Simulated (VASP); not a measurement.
Data:

```
PdGe
1.0
    3.13399     0.00000     0.00000
    0.00000     3.13399     0.00000
    0.00000     0.00000     3.13399
Pd Ge
1 1
Direct
  0.00000   0.00000   0.00000
  0.50000   0.50000   0.50000
```

Computed with r2SCAN meta-GGA, VASP's PBE PAW potentials (set 64) (plane waves; VASP). Run with 400 eV cut-off, 13×13×13 Γ-centred mesh, tetrahedra with Blöchl corrections, potentials Pd Ge_d.

**Question.** Predict the energy per atom (σ→0), band gap (over mesh and band path) with the smallest direct gap where there is one.

**Answer.** 
```json
{
 "band gap (over mesh and band path)": "none (metal, semimetal or under 0.01 eV)",
 "energy per atom (σ→0)": "-18.568 eV/atom"
}
```

The structure was generated: GePd was put into the CsCl type (Pm-3m), which need not be its known phase. It was relaxed first.
